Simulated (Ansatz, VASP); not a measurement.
# Cross-check of Sc between VASP and Ansatz

One calculation is typed for both programs; each brings its own data sets. How far apart do they land? Of the first pair: The structure shown is the end of the Ansatz relaxation below.

Program: Ansatz 0.2.0. Level of theory: plane waves, with VASP 6.6.1 beside it; single point at LDA and zone-centre phonons at LDA. Results are calculated unless marked as measured.

### 1. Set-up

The structure is hexagonal, space group P6_3/mmc (No. 194). The conventional cell has a = 3.210 Å, b = 3.210 Å, c = 5.132 Å, α = 90.00°, β = 90.00°, γ = 120.00°. Nearest to Sc lie 12 Sc at 3.17 to 3.21 Å.

Coordinates:

```cif
data_structure
_symmetry_space_group_name_H-M 'P6_3/mmc'
_symmetry_Int_Tables_number 194
_cell_length_a 3.2095
_cell_length_b 3.2095
_cell_length_c 5.1317
_cell_angle_alpha 90.000
_cell_angle_beta 90.000
_cell_angle_gamma 120.000
_cell_volume 45.78
loop_
_atom_site_label
_atom_site_type_symbol
_atom_site_symmetry_multiplicity
_atom_site_Wyckoff_symbol
_atom_site_fract_x
_atom_site_fract_y
_atom_site_fract_z
_atom_site_occupancy
Sc1 Sc 2 c 0.33333 0.66667 0.25000 1
```

### 2. Ansatz: relaxation, LDA

Ansatz runs on its PAW soft_1 files.

This run makes the geometry at which the two programs are then compared.

input.yaml reads:

```yaml
crystal:
  lattice:
    - [3.2165739286, 0.0, 0.0]
    - [-1.6082869643, 2.7856347353, 0.0]
    - [0.0, 0.0, 5.1317127682]
  atoms:
    - { symbol: Sc, position: [0.3333332631, 0.6666667369, 0.25] }
    - { symbol: Sc, position: [0.6666667369, 0.3333332631, 0.75] }
kpoints:
  mp_grid: { grid: [15, 15, 8] }
hamiltonian:
  xc: lda
  pseudopotentials: { kind: paw, azcp: { folder: soft_1 }, xc_functional: pbe }
scf:
  occupations: { method: methfessel_paxton, width: 0.2 }
output:
  forces: true
  stress: true
  eigenvalues: true
relax:
  adjacent_minimum: "off"
  f_tol: 0.001
  max_steps: 60
  cell: { stress_tol: 0.01, fix: [c, angles] }
```

The run is started by

```console
$ ansatz run input.yaml --threads 4 --pin off --max-ram 10240MiB --backend cpu --events-out ev --progress --plain --runs-dir out
```

Numbers of over 12 decimals in the logs are rounded to 6 here.

Output:

```text
Warning: crystal.symmetry: narrowed to the stabiliser of the fixed cell quantities (relax.cell.fix) — unitary ops 24 → 8. The narrowing is safe, since a smaller group never makes results wrong: the run goes on under it, on as many k-points as the starting group would need, or more. Excluded: 16 operations that would move a fixed cell quantity at a test strain (relax.cell.fix fixes c, alpha, beta, gamma). The cell can leave their symmetry as it relaxes.
Engine: ansatz 0.2.0, x86_64-unknown-linux-gnu
Pseudopotentials: kind: paw
Pseudopotential: Sc, paw, valence charge 11, recommended cutoff 420 eV (normal), soft_1/Sc.paw.azcp
Functional definition: SPW92
  exchange = slater_x
  correlation = pw_c
Crystal: 2 atoms, lattice volume = 45.981 Å³
Basis set: ecut = 420 eV, 929 PW (Γ)
Bands: 15, of which v1, the nominal top of the filled ones, is band 11 counted from 1 (10 counted from 0)
Symmetry: 8 space group operations
k-points: 320 of 1800
Non-local potential: Sc, projectors of the file, l = 0: 3, l = 1: 2, l = 2: 3, l = 3: 1
PAW form: soft (Blöchl's): semilocal exchange-correlation on the pseudo side does not see the compensation charge
PAW frozen core: Sc, regenerated for the run's functional, and the local potential with it (the file was generated under x = pbe(κ = 0.804, μ = 0.219515), c = pbe(β = 0.066725))
PAW one-centre angular grid: Sc, 590 points (default); XC on 64 Gauss nodes
Initial density: superposition of atomic densities (chi_scale 0.1, normalization cell)
Initial wavefunctions: pseudopotential atomic-orbital guess
Functional: x = slater, c = lda
SCF iter   1: F=—  HF=-4178.139367 eV  |F-HF|=—  |Δ(HF+E_count)|=         —  Δρ=2.41e-2  dr2=3.27e-1  ethr=3.10e-3  ⟨swp⟩=3.1  Hψ=17551  notcnv=0
preconditioner: auto → none  [metal: Δε(μ)=0.015 eV  Ē_g=2.708 eV  σ=0.200 eV  W_gap=0.06  n_scr=8 (ndim 8)  ℏωp=13.4 eV  f_vac=0.000  D(μ)=4.05/eV (n_scr^D=42)  sad-step TF]
SCF iter   2: F=—  HF=-4178.055354 eV  |F-HF|=—  |Δ(HF+E_count)|=   8.40e-2  S|Δr|=    0.00e0  Δρ=1.34e-2  dr2=1.11e-1  ethr=1.49e-3  ⟨swp⟩=2.0  Hψ=8375  notcnv=0
SCF iter   3: F=—  HF=-4178.016027 eV  |F-HF|=—  |Δ(HF+E_count)|=   3.93e-2  S|Δr|=    0.00e0  Δρ=8.95e-4  dr2=2.37e-4  ethr=5.06e-4  ⟨swp⟩=3.0  Hψ=9150  notcnv=0
SCF iter   4: F=—  HF=-4178.016265 eV  |F-HF|=—  |Δ(HF+E_count)|=   2.38e-4  S|Δr|=    0.00e0  Δρ=6.90e-5  dr2=1.53e-6  ethr=1.08e-6  ⟨swp⟩=2.3  Hψ=7092  notcnv=0
SCF iter   5: F=—  HF=-4178.016266 eV  |F-HF|=—  |Δ(HF+E_count)|=   1.07e-6  S|Δr|=    0.00e0  Δρ=1.41e-5  dr2=7.54e-8  ethr=4.55e-10  ⟨swp⟩=5.6  Hψ=19889  notcnv=0
SCF iter   6: F=-4178.016266 eV  HF=-4178.016266 eV  |F-HF|=3.44e-10  |Δ(HF+E_count)|=   2.84e-8  S|Δr|=    0.00e0  Δρ=1.67e-6  dr2=7.86e-10  ethr=3.43e-10  ⟨swp⟩=2.0  Hψ=17895  notcnv=0
SCF 1 converged in 6 iterations: F = -4178.016266 eV  dr2 = 7.86e-10
  greatest PAW one-centre occupation: 0.998 electrons in one spin orbital (limit 2), on the Sc atom at site 1 (counted from 0), in its partial waves of l = 0
relax step   1: F+E_penalty+E_count = -4178.01626589 eV  Δ(F+E_penalty+E_count) = +0.000e0 eV  max|allowed force component| = 2.094e-6 eV/Å  Δτ_max = 0.0000 Å  P = -1.172 GPa  Ω = 45.981 Å³  fix = [c, alpha, beta, gamma]  reactions: c -2.870 GPa; gamma -0.000 GPa/rad  (6 SCF iters, dr2 threshold 1.00e-7 eV, accepted)
[...]
relax step   2: F+E_penalty+E_count = -4178.01647109 eV  Δ(F+E_penalty+E_count) = -2.052e-4 eV  max|allowed force component| = 2.527e-6 eV/Å  Δτ_max = 0.0000 Å  P = -0.846 GPa  Ω = 45.730 Å³  energy of the carried Pulay correction = +1.544e-5 eV  fix = [c, alpha, beta, gamma]  reactions: c -2.702 GPa; gamma -0.000 GPa/rad  (3 SCF iters, dr2 threshold 2.00e-7 eV, accepted)
[...]
relax step   3: F+E_penalty+E_count = -4178.01648081 eV  Δ(F+E_penalty+E_count) = -9.723e-6 eV  max|allowed force component| = 5.112e-7 eV/Å  Δτ_max = 0.0000 Å  P = -0.912 GPa  Ω = 45.781 Å³  energy of the carried Pulay correction = +1.232e-5 eV  fix = [c, alpha, beta, gamma]  reactions: c -2.737 GPa; gamma -0.000 GPa/rad  (2 SCF iters, dr2 threshold 1.67e-8 eV, accepted)
[...]
relax step   4: F+E_penalty+E_count = -4178.01646846 eV  Δ(F+E_penalty+E_count) = +1.235e-5 eV  max|allowed force component| = 5.113e-7 eV/Å  Δτ_max = 0.0000 Å  P = -0.913 GPa  Ω = 45.781 Å³  fix = [c, alpha, beta, gamma]  reactions: c -2.737 GPa; gamma -0.000 GPa/rad  stress off target by 7.89e-4 GPa on what of the cell is left free  SCF on the basis re-selected at this cell (its energy is not comparable with the rows above)  (4 SCF iters)
basis re-selected at this cell: Δ(F+E_penalty+E_count) = +1.235e-5 eV, ΔP = -0.000 GPa vs the last step (what re-selecting the basis moved, of the pressure what is left beyond the Pulay correction that the steps carried, after the strain that the cell walked since its last selection, with what the two solves' SCF thresholds leave and, on support functions, any second-order correction that the steps lacked; it is no m [...]
SCF converged after 4 iterations
Stability not checked: this state was not tested for a lower state beside it, because cold or Methfessel-Paxton smearing, or corrected tetrahedra, fill the levels in a way that the test cannot read (fill_not_monotonic; see scf.lower_state_search)
Free energy (F): -4178.016468 eV
Harris-Foulkes:  -4178.016468 eV  (|F-HF|=0.00e0)
Internal energy: -4178.012091 eV  (E = F + TS)
E sigma→0 (E₀):  -4178.015374 eV
Entropy (-TS):   -0.004378 eV (-2.189 meV/atom)
Fermi energy:    9.708849 eV
--- Per-component energies (eV) ---
  E_band       = -320.038269
  E_kinetic    = 415.024501
  E_local      = -1640.043919  (includes V_loc(G=0)·N_el)
  E_nonlocal   = 293.484877
  E_hartree    = 584.447890
  E_xc         = -169.334457
  E_vxc        = -209.413842  (∫ρ·V_xc dr)
  E_paw        = -1890.003973  (= ΣΔE_a)
  E_vpaw       = -347.985760  (= ΣTr[D̂ρ^β])
  E_aug_tail   = 0.000060  (compensation charges beyond the density's cutoff)
  E_ewald      = -1772.196916
  E_core_change = 0.609846  (= ΣΔE_core)
  E_smearing   = -0.004378  (= −TS)
  E_closure    = -0.000000  (closes the sum)
  Σ components = -4178.016468   (vs F -4178.016468, Δ=0.00e0)
--- Forces (eV/Å), atoms counted from 1 ---
  atom   1  Sc     0.00000051    -0.00000030     0.00000000
  atom   2  Sc    -0.00000051     0.00000030     0.00000000
  max |Σ_I F_I| component: 0.00e0 eV/Å
--- Stress (GPa, compression-positive) ---
       -0.000790       0.000002       0.000000
        0.000002      -0.000788       0.000000
        0.000000       0.000000      -2.736884
  P = ⅓ Tr σ = -0.9128 GPa (-9.128 kbar)
--- Band table (eV; the first three rows and the last of 320) ---
  k-point 0: bands = [... 7 lower, -17.6451, 4.4967, 7.9190, 10.3842, 11.3566, 11.3566, 11.4634, 11.8102]
  k-point 1: bands = [... 7 lower, -17.6667, 4.6061, 7.7897, 10.3188, 11.3109, 11.3109, 11.3908, 11.7484]
  k-point 2: bands = [... 7 lower, -17.6759, 4.9258, 7.3869, 10.2591, 11.1888, 11.2439, 11.2439, 11.5986]
  k-point 319: bands = [... 7 lower, -17.7830, 8.1048, 8.1048, 9.7525, 9.7525, 11.1379, 11.1379, 12.2553]
--- Relaxed structure (3 steps of the walk, 3 accepted, 1 SCFs on fresh bases) ---
  F+E_penalty+E_count = -4178.01646846 eV   max|allowed force component| = 5.113e-7 eV/Å   (the final SCF, on the basis selected at the relaxed cell)
  cell:  # Å, volume = 45.7805 Å³
    - [3.209549, 0, 0.0]
    - [-1.604774, 2.779551, 0.0]
    - [0.0, 0.0, 5.1317127682]
  atoms:
    - { symbol: Sc, position: [0.333333, 0.666667, 0.25] }
    - { symbol: Sc, position: [0.666667, 0.333333, 0.75] }
```

### 3. VASP: single point, LDA, pair 1

The same cell, functional (in two slightly different forms), mesh and smearing now go to VASP, with its own data sets.

Lines of VASP's logs that name or quote its potential files are left out, and so is its time.

INCAR reads:

```
SYSTEM = Sc
PREC = Accurate
ENCUT = 500
EDIFF = 1E-06
NELM = 120
ISMEAR = 1
SIGMA = 0.2
LREAL = .FALSE.
ALGO = Normal
GGA = CA
NBANDS = 17
LASPH = .TRUE.
LORBIT = 11
LWAVE = .FALSE.
LCHARG = .FALSE.
ISIF = 2
GGA_COMPAT = .FALSE.
KPAR = 2
```

POSCAR reads:

```
Sc
1.0
    3.2095485984      0.0000000000      0.0000000000
   -1.6047742992      2.7795506209      0.0000000000
    0.0000000000      0.0000000000      5.1317127682
Sc
2
Direct
    0.3333332938      0.6666667062      0.2500000000
    0.6666667062      0.3333332938      0.7500000000
```

KPOINTS reads:

```
Automatic mesh
0
Gamma
15 15 8
0 0 0
```

PAW data sets: Sc_sv (LDA family, release 64).

The run is started by

```console
$ mpirun -np 2 vasp_std
```

Output:

```text
[banner, memory and clock lines left out]
running    2 mpi-ranks, on    1 nodes
 distrk:  each k-point on    1 cores,    2 groups
 distr:  one band on    1 cores,    1 groups

 POSCAR found type information on POSCAR Sc
 POSCAR found :  1 types and       2 ions
 LDA part: xc-table for (Slater(with rela. corr.)+CA(PZ))
 , standard interpolation
 POSCAR, INCAR and KPOINTS ok, starting setup
 FFT: planning ... GRIDC
 FFT: planning ... GRID_SOFT
 FFT: planning ... GRID
 WAVECAR not read
 entering main loop
       N       E                     dE             d eps       ncg     rms          rms(c)
DAV:   1     0.355226165614E+03    0.35523E+03   -0.10744E+04  4630   0.139E+03
DAV:   2     0.611345730974E+01   -0.34911E+03   -0.34228E+03  6046   0.590E+02
DAV:   3    -0.143845180868E+02   -0.20498E+02   -0.19825E+02  7682   0.174E+02
DAV:   4    -0.147557443819E+02   -0.37123E+00   -0.36987E+00  6760   0.207E+01
DAV:   5    -0.147608799011E+02   -0.51355E-02   -0.51321E-02  7822   0.269E+00    0.815E+00
DAV:   6    -0.136114303925E+02    0.11494E+01   -0.25724E+00  5967   0.197E+01    0.244E+00
DAV:   7    -0.134522850872E+02    0.15915E+00   -0.61085E-01  6259   0.866E+00    0.745E-01
DAV:   8    -0.134387914554E+02    0.13494E-01   -0.26475E-02  6098   0.233E+00    0.219E-01
DAV:   9    -0.134379190571E+02    0.87240E-03   -0.55168E-03  6623   0.829E-01    0.202E-02
DAV:  10    -0.134379416180E+02   -0.22561E-04   -0.98514E-05  7244   0.149E-01    0.467E-03
DAV:  11    -0.134379424397E+02   -0.82168E-06   -0.20515E-06  5229   0.165E-02
   1 F= -.13437942E+02 E0= -.13436500E+02  d E =-.432831E-02
```

Parts of OUTCAR (step 3):

```text
ion  position               nearest neighbor table
   1  0.333  0.667  0.250-   2 3.17   2 3.17   2 3.17   2 3.17   2 3.17   2 3.17
   2  0.667  0.333  0.750-   1 3.17   1 3.17   1 3.17   1 3.17   1 3.17   1 3.17

  LATTYP: Found a hexagonal cell.
 ALAT       =     3.2095485984
 C/A-ratio  =     1.5988892553

 Subroutine GETGRP returns: Found 24 space group operations
 (whereof 12 operations were pure point group operations)

The static configuration has the point symmetry D_3d.
 The point group associated with its full space group is D_6h.

 Found    135 irreducible k-points:

   k-points           NKPTS =    135   k-points in BZ     NKDIM =    135   number of bands    NBANDS=     17

   dimension x,y,z NGX =    24 NGY =   24 NGZ =   40
   dimension x,y,z NGXF=    48 NGYF=   48 NGZF=   80

   ENCUT  =  500.0 eV  36.75 Ry    6.06 a.u.   5.85  5.85  9.36*2*pi/ulx,y,z

   NELECT =      22.0000    total number of electrons

 k-points in reciprocal lattice and weights: Automatic mesh
   0.00000000  0.00000000  0.00000000       0.001
   0.06666667  0.00000000  0.00000000       0.003
   0.13333333  0.00000000  0.00000000       0.003
   0.20000000  0.00000000  0.00000000       0.003
   0.26666667  0.00000000  0.00000000       0.003
   0.33333333  0.00000000  0.00000000       0.003
   0.40000000  0.00000000  0.00000000       0.003
   0.46666667 -0.00000000  0.00000000       0.003
   0.06666667  0.06666667  0.00000000       0.003
[...]
0.33333333  0.26666667  0.50000000       0.007
   0.33333333  0.33333333  0.50000000       0.001

 average (electrostatic) potential at core
       1 -46.5662       2 -46.5662

 E-fermi :   3.9079

 k-point     1 :       0.0000    0.0000    0.0000
  band No.  band energies     occupation
    ...
      6     -23.4317      2.00000
      7     -23.4317      2.00000
      8     -23.4122      2.00000
      9      -1.3064      2.00000
     10       2.1152      2.00000
     11       4.5922     -0.00001
     12       5.5530     -0.00000
     13       5.5530     -0.00000
     14       5.6598     -0.00000
     15       6.0072     -0.00000
    ...

 k-point     2 :       0.0667    0.0000    0.0000
  band No.  band energies     occupation
    ...
      6     -23.4487      2.00000
      7     -23.4340      2.00000
      8     -23.4153      2.00000
      9      -1.2002      2.00000
     10       2.2069      2.00000
     11       4.4873     -0.00033
     12       5.3275     -0.00000
     13       5.6323     -0.00000
     14       5.8281     -0.00000
     15       5.9412     -0.00000
    ...

 k-point     3 :       0.1333    0.0000    0.0000
  band No.  band energies     occupation
    ...
      6     -23.4961      2.00000
      7     -23.4406      2.00000
      8     -23.4247      2.00000
      9      -0.8892      2.00000
     10       2.4627      2.00000
     11       4.2271     -0.04652
     12       4.9835     -0.00000
     13       5.7322     -0.00000
     14       5.8653     -0.00000
     15       6.0776     -0.00000
    ...

  Total        0.0190188      0.0190188     -0.7639341      0.0000000      0.0000000      0.0000000
  in kB        0.6655993      0.6655993    -26.7353342      0.0000000      0.0000000      0.0000000
  external PRESSURE =      -8.4680452 kB  Pullay stress =       0.0000000 kB

  energy-cutoff  :      500.00
  volume of cell :       45.78
      direct lattice vectors                 reciprocal lattice vectors
     3.209548598  0.000000000  0.000000000     0.311570294  0.179885193  0.000000000
    -1.604774299  2.779550621  0.000000000     0.000000000  0.359770386  0.000000000
     0.000000000  0.000000000  5.131712768     0.000000000  0.000000000  0.194866713

 POSITION                                       TOTAL-FORCE (eV/Angst)
 -----------------------------------------------------------------------------------
     -0.00000      1.85303      1.28293        -0.000000      0.000000      0.000000
      1.60477      0.92652      3.84878         0.000000     -0.000000      0.000000
 -----------------------------------------------------------------------------------
    total drift:                               -0.000075      0.000029     -0.000002

  FREE ENERGIE OF THE ION-ELECTRON SYSTEM (eV)
  ---------------------------------------------------
  free  energy   TOTEN  =       -13.4379424397 eV

  energy  without entropy=      -13.4336141260  energy(sigma->0) =      -13.43649967

 total charge
# of ion       s       p       d       tot
------------------------------------------
    1        2.295   6.110   1.080   9.485
    2        2.295   6.110   1.080   9.485
--------------------------------------------------
tot          4.590  12.219   2.161  18.970

[... 3 further parts left out ...]
```

The run ends at a pressure of -0.85 GPa.

### 4. Differences

Known differences besides the potentials themselves: the two LDA forms differ slightly; the cutoff is 420 eV in Ansatz and 500 eV in VASP; VASP's log shows a relativistic correction to its local exchange, Ansatz's none; Ansatz's pressure holds a Pulay correction, VASP's none. Total energies have different zeros and are not compared.

Compared:

```tsv
quantity	Ansatz	VASP	difference
pressure (GPa)	-0.91	-0.85	-0.07
```

### 5. Ansatz: relaxation, LDA

This run makes the geometry at which the two programs are then compared. The cell compared in this pair holds 46.02 Å³, against 45.78 Å³ for the pair before.

The structure compared here is the end of the Ansatz relaxation.

input.yaml, the sections that differ from step 2:

```yaml
crystal:
  lattice:
    - [3.2095485984, 0.0, 0.0]
    - [-1.6047742992, 2.7795506209, 0.0]
    - [0.0, 0.0, 5.1815352223]
  atoms:
    - { symbol: Sc, position: [0.3333332938, 0.6666667062, 0.25] }
    - { symbol: Sc, position: [0.6666667062, 0.3333332938, 0.75] }
# kpoints, hamiltonian, scf, output, relax: as in step 2
```

The run is started by

```console
$ ansatz run input.yaml --threads 4 --pin off --max-ram 10240MiB --backend cpu --events-out ev --progress --plain --runs-dir out
```

Output:

```text
[...]
Crystal: 2 atoms, lattice volume = 46.225 Å³
Basis set: ecut = 420 eV, 917 PW (Γ)
Bands: 15, of which v1, the nominal top of the filled ones, is band 11 counted from 1 (10 counted from 0)
Symmetry: 8 space group operations
k-points: 320 of 1800
[...]
k-point 319: bands = [... 7 lower, -17.8616, 8.0504, 8.0504, 9.6760, 9.6760, 11.0664, 11.0664, 12.2118]
--- Relaxed structure (3 steps of the walk, 3 accepted, 1 SCFs on fresh bases) ---
[...]
cell:  # Å, volume = 46.0189 Å³
    - [3.202387, -5.499030717549987e-19, 0.0]
    - [-1.601193, 2.773348, 0.0]
    - [0.0, 0.0, 5.1815352223]
  atoms:
    - { symbol: Sc, position: [0.333333, 0.666667, 0.25] }
    - { symbol: Sc, position: [0.666667, 0.333333, 0.75] }
[key lines of the parts left out:]
SCF converged after 4 iterations
Free energy (F): -4178.007766 eV
Fermi energy:    9.650274 eV
P = ⅓ Tr σ = -1.1817 GPa (-11.817 kbar)
```

### 6. VASP: single point, LDA, pair 2

The same cell, functional (in two slightly different forms), mesh and smearing now go to VASP, with its own data sets.

INCAR is that of step 3.

POSCAR reads:

```
Sc
1.0
    3.2023866751      0.0000000000      0.0000000000
   -1.6011933376      2.7733482134      0.0000000000
    0.0000000000      0.0000000000      5.1815352223
Sc
2
Direct
    0.3333333737      0.6666666263      0.2500000000
    0.6666666263      0.3333333737      0.7500000000
```

KPOINTS is that of step 3.

The run is started by

```console
$ mpirun -np 2 vasp_std
```

Output:

```text
[... set-up lines as in an earlier step ...]
 entering main loop
       N       E                     dE             d eps       ncg     rms          rms(c)
DAV:   1     0.361485896879E+03    0.36149E+03   -0.10766E+04  4614   0.140E+03
DAV:   2     0.608697054399E+01   -0.35540E+03   -0.34849E+03  6214   0.592E+02
DAV:   3    -0.144300149148E+02   -0.20517E+02   -0.19787E+02  7721   0.176E+02
DAV:   4    -0.147584343357E+02   -0.32842E+00   -0.32473E+00  6749   0.204E+01
[...]
DAV:   9    -0.134294454746E+02    0.90621E-03   -0.56166E-03  6597   0.839E-01    0.202E-02
DAV:  10    -0.134294674389E+02   -0.21964E-04   -0.95310E-05  7344   0.149E-01    0.473E-03
DAV:  11    -0.134294682441E+02   -0.80520E-06   -0.21339E-06  5022   0.166E-02
   1 F= -.13429468E+02 E0= -.13427723E+02  d E =-.523698E-02
```

Parts of OUTCAR (step 6):

```text
  Total        0.0174524      0.0174524     -0.9998436     -0.0000000      0.0000000      0.0000000
  in kB        0.6076163      0.6076163    -34.8101605     -0.0000000      0.0000000      0.0000000
  external PRESSURE =     -11.1983093 kB  Pullay stress =       0.0000000 kB

 POSITION                                       TOTAL-FORCE (eV/Angst)
 -----------------------------------------------------------------------------------
      0.00000      1.84890      1.29538         0.000000     -0.000000      0.000000
      1.60119      0.92445      3.88615        -0.000000      0.000000      0.000000
 -----------------------------------------------------------------------------------
    total drift:                               -0.000070      0.000041     -0.000002

  FREE ENERGIE OF THE ION-ELECTRON SYSTEM (eV)
  ---------------------------------------------------
  free  energy   TOTEN  =       -13.4294682441 eV

  energy  without entropy=      -13.4242312644  energy(sigma->0) =      -13.42772258

[... 1 part as in an earlier step ...]

[... 2 further parts left out ...]
[key lines of the parts left out:]
E-fermi :   3.8794
```

The run ends at a pressure of -1.12 GPa.

### 7. Side by side

Compared:

```tsv
quantity	Ansatz	VASP	difference
pressure (GPa)	-1.18	-1.12	-0.06
```

(Continued in part 2 of 2.)

[Lines on the potential files, build, host, timing and source positions are cut from VASP's logs without a mark.]

[Logs are printed without paths, hosts, clocks, repeated set-up lines and the standing remarks that a program may print on its own settings, such as how far it seeks lower states.]

[Hosts, paths, dates, database ids (printed as entryN), source tags and the programs' standing remarks are cut or masked in the printed files.]
